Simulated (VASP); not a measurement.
# A point defect in a supercell of ZrSi2, part 3 of 4

Aim: the formation energy and local structure of a point defect in ZrSi2. The start is a cell from a database of measured crystal structures.

VASP 6.6.1, plane waves and PAW; the level of theory is named at each step.

So far. Step 2 (The host at zero pressure): The run ended after 6 ionic steps, 0.006 eV below its first step, once forces and stress met EDIFFG = -0.02. Step 3 (The perfect supercell): The host is treated as a metal, as its relaxation found a gap under 0.3 eV or none, and only the neutral defect is run.

The database entry behind the starting cell differs from later determinations by our own check (a about 0.3 % long), so it need not match the best structure at ambient conditions.

## Step 4: Reference V

This step: r2SCAN, no spin polarisation; plane waves and PAW (V) (VASP 6.6.1).

System of this step: V. Symmetry: Im-3m, No. 229, cubic system. Conventional cell: a = 3.020 Å, b = 3.020 Å, c = 3.020 Å, α = 90.00°, β = 90.00°, γ = 90.00°. V has 8 V at 2.62 Å nearest.

The reference for V is its crystal, relaxed at the cutoff of the large cell.

Input file INCAR:

```
SYSTEM = V
PREC = Normal
ENCUT = 300
EDIFF = 1E-05
NELM = 120
ISMEAR = 1
SIGMA = 0.1
LREAL = Auto
ALGO = Normal
METAGGA = R2SCAN
LASPH = .TRUE.
NBANDS = 8
LORBIT = 11
LWAVE = .FALSE.
LCHARG = .FALSE.
KPAR = 4
IBRION = 2
NSW = 25
ISIF = 3
EDIFFG = -0.02
POTIM = 0.4
```

Input file POSCAR:

```
V
1.0
   -1.5100000000      1.5100000000      1.5100000000
    1.5100000000     -1.5100000000      1.5100000000
    1.5100000000      1.5100000000     -1.5100000000
V
1
Direct
    0.0000000000      0.0000000000      0.0000000000
```

Input file KPOINTS:

```
Automatic mesh
0
Gamma
12 12 12
0 0 0
```

PAW data sets: V (PBE family, release 64).

Launch:

```console
mpirun -np 4 vasp_std
```

Output:

```text
[banner, memory and clock lines left out]
running    4 mpi-ranks, on    1 nodes
 distrk:  each k-point on    1 cores,    4 groups
 distr:  one band on    1 cores,    1 groups

 POSCAR found type information on POSCAR V
 POSCAR found :  1 types and       1 ions
|                                                                             |
|               ----> ADVICE to this user running VASP <----                  |
|                                                                             |
|     You have a (more or less) 'small supercell' and for smaller cells       |
|     it is recommended to use the reciprocal-space projection scheme!        |
|     The real-space optimization is not efficient for small cells and it     |
|     is also less accurate ...                                               |
|     Therefore, set LREAL=.FALSE. in the INCAR file.                         |
|                                                                             |

 [... a notice as in an earlier step ...]

 LDA part: xc-table for (None), standard interpolation
 POSCAR, INCAR and KPOINTS ok, starting setup
 FFT: planning ... GRIDC
 FFT: planning ... GRID_SOFT
 FFT: planning ... GRID
 WAVECAR not read
 entering main loop
       N       E                     dE             d eps       ncg     rms          rms(c)
DAV:   1    -0.820788465890E+01   -0.82079E+01   -0.16672E+03  1192   0.416E+02
DAV:   2    -0.158826119422E+02   -0.76747E+01   -0.71944E+01  1168   0.549E+01
DAV:   3    -0.159329564109E+02   -0.50344E-01   -0.50258E-01  1472   0.642E+00
DAV:   4    -0.159333173598E+02   -0.36095E-03   -0.36094E-03  1328   0.449E-01
DAV:   5    -0.159333212635E+02   -0.39037E-05   -0.39027E-05  1512   0.359E-02    0.128E+01
DAV:   6    -0.140789555168E+02    0.18544E+01   -0.57000E+00  1232   0.371E+01    0.212E+00
DAV:   7    -0.140363473852E+02    0.42608E-01   -0.15726E-01  1352   0.542E+00    0.147E+00
DAV:   8    -0.140267856762E+02    0.95617E-02   -0.73440E-03  1224   0.944E-01    0.313E-01
DAV:   9    -0.140270616467E+02   -0.27597E-03   -0.21398E-03  1256   0.345E-01    0.136E-01
DAV:  10    -0.140268505673E+02    0.21108E-03   -0.52825E-05  1232   0.797E-02    0.227E-02
DAV:  11    -0.140268210343E+02    0.29533E-04   -0.29178E-05   616   0.642E-02    0.118E-02
DAV:  12    -0.140268230385E+02   -0.20042E-05   -0.89989E-07   576   0.873E-03
   1 F= -.14026823E+02 E0= -.14026787E+02  d E =-.140268E+02
 curvature:   0.00 expect dE= 0.000E+00 dE for cont linesearch  0.000E+00
 trial: gam= 0.00000 g(F)=  0.290E-61 g(S)=  0.795E-01 ort = 0.000E+00 (trialstep = 0.100E+01)
 search vector abs. value=  0.795E-01
 bond charge predicted
       N       E                     dE             d eps       ncg     rms          rms(c)
DAV:   1    -0.141002789302E+02   -0.73458E-01   -0.48315E+00  1152   0.337E+01    0.318E+00
DAV:   2    -0.140429275469E+02    0.57351E-01   -0.16778E-01  1408   0.585E+00    0.854E-01
DAV:   3    -0.140354276817E+02    0.74999E-02   -0.21237E-02  1288   0.182E+00    0.120E-01
DAV:   4    -0.140347976479E+02    0.63003E-03   -0.14516E-03  1224   0.620E-01    0.137E-01
DAV:   5    -0.140347508684E+02    0.46780E-04   -0.59435E-04  1216   0.170E-01    0.343E-02
DAV:   6    -0.140347228313E+02    0.28037E-04   -0.89862E-05  1272   0.141E-01    0.253E-03
DAV:   7    -0.140347241844E+02   -0.13530E-05   -0.51165E-07   592   0.708E-03
   2 F= -.14034724E+02 E0= -.14033665E+02  d E =-.790115E-02
 trial-energy change:   -0.007901  1 .order   -0.006473   -0.079463    0.066517
 step:   0.5588(harm=  0.5443)  dis= 0.00000  next Energy=   -14.049275 (dE=-0.225E-01)
 bond charge predicted
       N       E                     dE             d eps       ncg     rms          rms(c)
DAV:   1    -0.140614566306E+02   -0.26734E-01   -0.97213E-01  1152   0.158E+01    0.140E+00
DAV:   2    -0.140510817353E+02    0.10375E-01   -0.42201E-02  1432   0.281E+00    0.367E-01
DAV:   3    -0.140504475648E+02    0.63417E-03   -0.68140E-04  1592   0.206E-01    0.165E-01
DAV:   4    -0.140503587618E+02    0.88803E-04   -0.59389E-04  1184   0.283E-01    0.142E-02
DAV:   5    -0.140503441386E+02    0.14623E-04   -0.39579E-06   872   0.169E-02    0.497E-03
DAV:   6    -0.140503436096E+02    0.52899E-06   -0.18371E-06   576   0.155E-02
   3 F= -.14050344E+02 E0= -.14049802E+02  d E =-.235206E-01
 curvature:  -0.27 expect dE=-0.714E-05 dE for cont linesearch -0.714E-05
 trial: gam=-0.01784 g(F)=  0.680E-63 g(S)=  0.262E-04 ort = 0.144E-02 (trialstep = 0.912E+00)
 search vector abs. value=  0.877E-08
 reached required accuracy - stopping structural energy minimisation
```

Wall time 9 s (4 MPI ranks of Intel Xeon 6975P-C (Granite Rapids), shared host); peak memory 0.39 GiB; 34 s of CPU time.

OUTCAR, selected parts (step 4):

```text
  LATTYP: Found a body centered cubic cell.
 ALAT       =     3.0200000000

 Subroutine GETGRP returns: Found 48 space group operations
 (whereof 48 operations were pure point group operations)

The static configuration has the point symmetry O_h .

 Found     72 irreducible k-points:

   k-points           NKPTS =     72   k-points in BZ     NKDIM =     72   number of bands    NBANDS=      8

   dimension x,y,z NGX =    12 NGY =   12 NGZ =   12
   dimension x,y,z NGXF=    24 NGYF=   24 NGZF=   24

   ENCUT  =  300.0 eV  22.05 Ry    4.70 a.u.   3.69  3.69  3.69*2*pi/ulx,y,z

   NELECT =       5.0000    total number of electrons

 E-fermi :   6.3435

 k-point     1 :       0.0000    0.0000    0.0000
  band No.  band energies     occupation
      1      -0.6652      2.00000
      2       6.8313     -0.00000
      3       6.8313     -0.00000
      4       6.8313     -0.00000
      5       9.0525      0.00000
      6       9.0525      0.00000
    ...

 k-point     2 :       0.0833    0.0000    0.0000
  band No.  band energies     occupation
      1      -0.3659      2.00000
      2       6.7032     -0.00000
      3       6.7991     -0.00000
      4       7.0451     -0.00000
      5       8.9119      0.00000
      6       9.0617      0.00000
    ...

  Total       -0.0150549     -0.0150549     -0.0150549      0.0000000     -0.0000000     -0.0000000
  in kB       -1.8487884     -1.8487884     -1.8487884      0.0000000     -0.0000000     -0.0000000
  external PRESSURE =      -1.8487884 kB  Pullay stress =       0.0000000 kB

  energy-cutoff  :      300.00
  volume of cell :       13.05
      direct lattice vectors                 reciprocal lattice vectors
    -1.483020976  1.483020976  1.483020976     0.000000000  0.337149648  0.337149648
     1.483020976 -1.483020976  1.483020976     0.337149648  0.000000000  0.337149648
     1.483020976  1.483020976 -1.483020976     0.337149648  0.337149648  0.000000000

 POSITION                                       TOTAL-FORCE (eV/Angst)
 -----------------------------------------------------------------------------------
      0.00000     -0.00000      0.00000        -0.000000     -0.000000      0.000000
 -----------------------------------------------------------------------------------
    total drift:                               -0.000000     -0.000000      0.000000

  FREE ENERGIE OF THE ION-ELECTRON SYSTEM (eV)
  ---------------------------------------------------
  free  energy   TOTEN  =       -14.0503436096 eV

  energy  without entropy=      -14.0487197998  energy(sigma->0) =      -14.04980234

 total charge
# of ion       s       p       d       tot
------------------------------------------
    1        0.596   0.719   3.551   4.866

[... 1 part as in an earlier step ...]

[... 7 further parts left out ...]
```

This run has no spin polarisation, so a moment on V, if there is one, isn't seen. Its electron count is odd, so without a moment it is a metal by construction. The data set V keeps the semicore shell frozen, which is cheaper and a little less accurate. The run keeps the 48 symmetry operations of its start, so it cannot find a distortion of lower symmetry.

The steps of the relaxation:

```csv
step,energy less that of the first step (eV),largest force (eV/Å),pressure (GPa),volume (Å³)
1,0.0000,0.0000,-9.64,13.77
2,-0.0079,0.0000,8.89,12.49
3,-0.0235,0.0000,-0.18,13.05
```

```csv
"conventional cell, symmetrised",before,after,change
a (Å),3.020,2.966,-1.8 %
b (Å),3.020,2.966,-1.8 %
c (Å),3.020,2.966,-1.8 %
volume (Å³/atom),13.77,13.05,-5.3 %
```

The relaxed structure:

```
V
1.0
    -1.48302    1.48302    1.48302
     1.48302   -1.48302    1.48302
     1.48302    1.48302   -1.48302
V
1
Direct
  0.00000 0.00000 0.00000
```

This step gave:

```
electronic cycles       : 25
electrons               : 5
free energy (TOTEN)     : -14.05 eV
energy at zero smearing : -14.05 eV
Fermi energy            : 6.343 eV
```

The run ended after 3 ionic steps, 0.024 eV below its first step, once forces and stress met EDIFFG = -0.02.

Energy at zero smearing: -14.04980 eV.

## Step 5: Reference Zr

This step: r2SCAN; plane waves and PAW (Zr_sv) (VASP 6.6.1).

System of this step: Zr. It takes space group P6_3/mmc (No. 194, hexagonal). The conventional cell has a = 3.230 Å, b = 3.230 Å, c = 5.145 Å, α = 90.00°, β = 90.00°, γ = 120.00°. Zr has 12 Zr at 3.18 to 3.23 Å nearest.

The reference for Zr is its crystal, relaxed at the cutoff of the large cell.

INCAR, as its differences from that of step 4:

```diff
@@ -1,2 +1,2 @@
-SYSTEM = V
+SYSTEM = Zr
 PREC = Normal
@@ -11,3 +11,3 @@
 LASPH = .TRUE.
-NBANDS = 8
+NBANDS = 18
 LORBIT = 11
```

Input file POSCAR:

```
Zr
1.0
    3.2300000000      0.0000000000      0.0000000000
   -1.6150000000      2.7972620542      0.0000000000
    0.0000000000      0.0000000000      5.1453900000
Zr
2
Direct
    0.0000000000      0.0000000000      0.0000000000
    0.3333333333      0.6666666667      0.5000000000
```

Input file KPOINTS:

```
Automatic mesh
0
Gamma
9 9 5
0 0 0
```

Potentials, in the order of the species: Zr_sv (PBE family, release 64).

Launch:

```console
mpirun -np 4 vasp_std
```

Output:

```text
[banner, memory and clock lines left out]
running    4 mpi-ranks, on    1 nodes
 distrk:  each k-point on    1 cores,    4 groups
 distr:  one band on    1 cores,    1 groups

 POSCAR found type information on POSCAR Zr
 POSCAR found :  1 types and       2 ions
 [... a notice as in an earlier step ...]

 [... a notice as in an earlier step ...]

 LDA part: xc-table for (None), standard interpolation
 POSCAR, INCAR and KPOINTS ok, starting setup
 FFT: planning ... GRIDC
 FFT: planning ... GRID_SOFT
 FFT: planning ... GRID
 WAVECAR not read
 entering main loop
       N       E                     dE             d eps       ncg     rms          rms(c)
DAV:   1     0.116088571964E+03    0.11609E+03   -0.10441E+04  1296   0.928E+02
DAV:   2    -0.472014017558E+02   -0.16329E+03   -0.16084E+03  1620   0.309E+02
DAV:   3    -0.586972211599E+02   -0.11496E+02   -0.11420E+02  2356   0.555E+01
DAV:   4    -0.589522193346E+02   -0.25500E+00   -0.25462E+00  1562   0.822E+00
DAV:   5    -0.589604331314E+02   -0.82138E-02   -0.82106E-02  1850   0.103E+00    0.180E+01
DAV:   6    -0.455619535581E+02    0.13398E+02   -0.13296E+01  1666   0.198E+01    0.428E+00
DAV:   7    -0.454982542817E+02    0.63699E-01   -0.29680E-01  1518   0.427E+00    0.140E+00
DAV:   8    -0.455093570847E+02   -0.11103E-01   -0.14934E-01  2064   0.287E+00    0.888E-01
DAV:   9    -0.455199848450E+02   -0.10628E-01   -0.25549E-02  1900   0.130E+00    0.613E-01
DAV:  10    -0.455180013645E+02    0.19835E-02   -0.71533E-03  1406   0.701E-01    0.502E-02
DAV:  11    -0.455180205300E+02   -0.19166E-04   -0.50429E-04  1988   0.143E-01    0.313E-02
DAV:  12    -0.455180289184E+02   -0.83884E-05   -0.20646E-05  1118   0.389E-02
   1 F= -.45518029E+02 E0= -.45518041E+02  d E =-.455180E+02
 curvature:   0.00 expect dE= 0.000E+00 dE for cont linesearch  0.000E+00
 trial: gam= 0.00000 g(F)=  0.102E-45 g(S)=  0.167E-02 ort = 0.000E+00 (trialstep = 0.100E+01)
 search vector abs. value=  0.167E-02
 bond charge predicted
       N       E                     dE             d eps       ncg     rms          rms(c)
DAV:   1    -0.455319826366E+02   -0.13962E-01   -0.58539E-01  1362   0.742E+00    0.111E+00
DAV:   2    -0.455214002683E+02    0.10582E-01   -0.54017E-02  1494   0.193E+00    0.435E-01
DAV:   3    -0.455176783374E+02    0.37219E-02   -0.17643E-02  1862   0.956E-01    0.216E-01
DAV:   4    -0.455180280246E+02   -0.34969E-03   -0.12525E-03  1666   0.141E-01    0.891E-02
DAV:   5    -0.455182412006E+02   -0.21318E-03   -0.84399E-04  1954   0.145E-01    0.361E-02
DAV:   6    -0.455182589415E+02   -0.17741E-04   -0.22439E-05  1104   0.306E-02    0.105E-02
DAV:   7    -0.455182591158E+02   -0.17425E-06   -0.13029E-06   702   0.106E-02
   2 F= -.45518259E+02 E0= -.45518209E+02  d E =-.230197E-03
 trial-energy change:   -0.000230  1 .order   -0.000263   -0.001670    0.001145
 step:   0.5933(harm=  0.5933)  dis= 0.00000  next Energy=   -45.518524 (dE=-0.495E-03)
 bond charge predicted
       N       E                     dE             d eps       ncg     rms          rms(c)
DAV:   1    -0.455207891794E+02   -0.25302E-02   -0.96907E-02  1378   0.301E+00    0.457E-01
DAV:   2    -0.455189325840E+02    0.18566E-02   -0.87628E-03  1454   0.782E-01    0.176E-01
DAV:   3    -0.455183734780E+02    0.55911E-03   -0.29086E-03  1856   0.387E-01    0.889E-02
DAV:   4    -0.455184395258E+02   -0.66048E-04   -0.20218E-04  1474   0.569E-02    0.364E-02
DAV:   5    -0.455184991760E+02   -0.59650E-04   -0.14391E-04  1940   0.613E-02    0.145E-02
DAV:   6    -0.455184945051E+02    0.46709E-05   -0.33836E-06   732   0.131E-02
   3 F= -.45518495E+02 E0= -.45518471E+02  d E =-.465587E-03
 curvature:  -0.30 expect dE=-0.499E-05 dE for cont linesearch -0.191E-13
 trial: gam= 0.01008 g(F)=  0.528E-45 g(S)=  0.168E-04 ort =-0.104E-07 (trialstep = 0.919E+00)
 search vector abs. value=  0.170E-04
 reached required accuracy - stopping structural energy minimisation
```

It took 16 s on 4 MPI ranks; peak memory 0.45 GiB.

From OUTCAR (step 5):

```text
   k-points           NKPTS =     36   k-points in BZ     NKDIM =     36   number of bands    NBANDS=     18

   ENCUT  =  300.0 eV  22.05 Ry    4.70 a.u.   4.56  4.56  7.27*2*pi/ulx,y,z

   NELECT =      24.0000    total number of electrons

 E-fermi :   9.0607

 k-point     1 :       0.0000    0.0000    0.0000
  band No.  band energies     occupation
    ...
      6     -18.3659      2.00000
      7     -18.3559      2.00000
      8     -18.3559      2.00000
      9       3.0182      2.00000
     10       5.8178      2.00000
     11       9.9790     -0.00000
     12       9.9790     -0.00000
     13       9.9990     -0.00000
     14      10.1250     -0.00000
     15      10.7186     -0.00000
    ...

  Total       -0.0161985     -0.0161985      0.0186286      0.0000000     -0.0000000      0.0000000
  in kB       -0.5551286     -0.5551286      0.6384097      0.0000000     -0.0000000      0.0000000
  external PRESSURE =      -0.1572825 kB  Pullay stress =       0.0000000 kB

 POSITION                                       TOTAL-FORCE (eV/Angst)
 -----------------------------------------------------------------------------------
      0.00000      0.00000      0.00000        -0.000000      0.000000     -0.000000
     -0.00000      1.86764      2.57942         0.000000      0.000000      0.000000
 -----------------------------------------------------------------------------------
    total drift:                                0.000000     -0.000000     -0.000000

  FREE ENERGIE OF THE ION-ELECTRON SYSTEM (eV)
  ---------------------------------------------------
  free  energy   TOTEN  =       -45.5184945051 eV

  energy  without entropy=      -45.5184247347  energy(sigma->0) =      -45.51847125

[... 1 part as in an earlier step ...]

[... 15 further parts left out ...]
```

CONTCAR:

```
Zr
   1.00000000000000
     3.2348530774376458    0.0000000000000000    0.0000000000000000
    -1.6174265387188229    2.8014649425474274   -0.0000000000000000
     0.0000000000000000    0.0000000000000000    5.1588331881439338
  Zr
     2
Direct
     0.0000000000000000    0.0000000000000000    0.0000000000000000
     0.3333333332999970    0.6666666667000030    0.5000000000000000
```

The run keeps the 24 symmetry operations of its start, so it cannot find a distortion of lower symmetry.

Step by step:

```csv
step,energy less that of the first step (eV),largest force (eV/Å),pressure (GPa),volume (Å³)
1,0.0000,0.0000,0.56,46.49
2,-0.0002,0.0000,-0.41,46.93
3,-0.0005,0.0000,-0.02,46.75
```

```csv
"conventional cell, symmetrised",before,after,change
a (Å),3.230,3.235,+0.2 %
b (Å),3.230,3.235,+0.2 %
c (Å),5.145,5.159,+0.3 %
volume (Å³/atom),23.24,23.38,+0.6 %
```

Final coordinates:

```xyz
2
Lattice="3.2349 0.0000 0.0000 -1.6174 2.8015 0.0000 0.0000 0.0000 5.1588" Properties=species:S:1:pos:R:3 pbc="T T T"
Zr    0.0000    0.0000    0.0000
Zr    0.0000    1.8676    2.5794
```

This step gave:

- electrons: 24
- free energy (TOTEN): -45.52 eV
- Fermi energy: 9.061 eV

The run ended after 3 ionic steps, 0.000 eV below its first step, once forces and stress met EDIFFG = -0.02.

Energy at zero smearing: -45.51847 eV.

(Continued in part 4 of 4.)

[Lines on the potential files, build, host, timing and source positions are cut from VASP's logs without a mark.]

[Logs are printed without paths, hosts, clocks, repeated set-up lines and the standing remarks that a program may print on its own settings, such as how far it seeks lower states.]

[Hosts, paths, dates, database ids (printed as entryN), source tags and the programs' standing remarks are cut or masked in the printed files.]

[In band tables of VASP the shares of atoms and orbitals are scaled to a sum of 1 inside the atoms' spheres.]

[Runs that stopped without an error message from VASP are left out.]
